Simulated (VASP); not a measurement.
Data:

```xyz
3
Lattice="0.0000 2.7263 2.7263 2.7263 0.0000 2.7263 2.7263 2.7263 0.0000" Properties=species:S:1:pos:R:3 pbc="T T T"
Ce     0.0000     0.0000     0.0000
O      1.3632     1.3632     1.3632
O      4.0895     4.0895     4.0895
```

Calculation: PBE GGA, VASP's PBE PAW potentials (set 64) (plane waves; VASP). Numerical set-up: 600 eV cut-off, 6×6×6 Γ-centred mesh, Gaussian smearing of 0.050 eV, potentials Ce O.

Predict the energy per atom (σ→0).

```yaml
energy per atom (σ→0): -8.745 eV/atom
```

Total energies compare only between runs with the same potentials, cut-off and functional.

The compound is CeO2 in the fluorite structure. It was relaxed first under an external pressure of 1 GPa. The run is not spin-polarised, so no magnetic state was tried.
